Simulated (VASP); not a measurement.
These are PBEsol GGA, VASP's PBE PAW potentials (set 64) (plane waves; VASP) values and carry that method's errors.

VASP input:

**INCAR**
```
SIGMA  =  0.1
ISMEAR  =  1   # Methfessel-Paxton
PREC  =  Normal
LDIPOL  =  T
EDIFF  =  1E-6   # SCF stop (eV)
LWAVE  =  F
ALGO  =  Normal   # blocked Davidson
LCHARG  =  F
ENCUT  =  400   # plane-wave cut-off (eV)
NELMIN  =  4
IDIPOL  =  3
LVHAR  =  T
SYSTEM  =  Na(211) slab
DIPOL  =  0.5 0.5 0.5
LORBIT  =  11   # lm-projected
GGA  =  PS
LASPH  =  T   # aspherical one-centre terms
LREAL  =  F   # projection in real space or not
NELM  =  100   # most electronic steps
```

POSCAR:
```
Na(211) slab
3.6074890
  1.0000001361   0.0000000000   0.0000000000
  0.0000000000   1.6329935424   0.0000000000
  0.0000000000   0.0000000000   6.8942753581
Na
6
Direct
  0.6197134987   0.7500000000   0.3385848905
  0.0580607206   0.2500000000   0.3955285493
  0.3137112300   0.7500000000   0.4700734951
  0.6862887700   0.2500000000   0.5299265049
  0.9419392794   0.7500000000   0.6044714507
  0.3802865013   0.2500000000   0.6614151095
```

### KPOINTS
```
Automatic
0
gamma
8 5 1
```

POTCAR, in this order: Na_pv (PBE.64 set). Program: vasp_std. Read from the step before: WAVECAR.

**Question.** What will the output report for the number of irreducible k-points (NKPTS), largest plane-wave count, number of space-group operations, FFT grid (NGX, NGY, NGZ)?

**Answer.** 
| Quantity | Value |
|---|---|
| number of irreducible k-points (NKPTS) | 15 |
| largest plane-wave count | 9640 |
| number of space-group operations | 4 |
| FFT grid (NGX, NGY, NGZ) | 18 × 30 × 126 |

The cell is a thin slab with vacuum, built from Na (bcc): (211) face.
